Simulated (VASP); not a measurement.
Mg (hcp): the bulk modulus from VASP (plane waves, PAW) at several levels of theory. Static lattice, third-order Birch-Murnaghan fit over five volumes.

```tsv
level	bulk modulus (GPa)	error against measurement
LDA	40.6	+5.1 %
PBE	35.9	-7.0 %
PBEsol	37.6	-2.7 %
r2SCAN	40.8	+5.7 %
```

Measured: 38.6 GPa at 0 K (as given by K. Lejaeghere et al., Critical reviews in solid state and materials sciences/CRC critical reviews in solid state and materials sciences (2013), arXiv:1204.2733; extrapolated to 0 K and zero-point effects removed (source: thermally corrected experimental values)).

The cell of the LDA run:

```
CELL_PARAMETERS angstrom
      1.56359    -2.70821     0.00000
      1.56359     2.70821     0.00000
      0.00000     0.00000     5.05817
ATOMIC_POSITIONS crystal
  Mg 0.33333 0.66667 0.25000
  Mg 0.66667 0.33333 0.75000
```

Only levels that ran to the end are used. Left out are those held back, those with too coarse a band path, GW runs whose mesh misses a band edge, hybrids' fits of cells that aren't cubic and levels without matching references; a question may draw on a part of the rest.

The compound is Mg in the hcp structure.
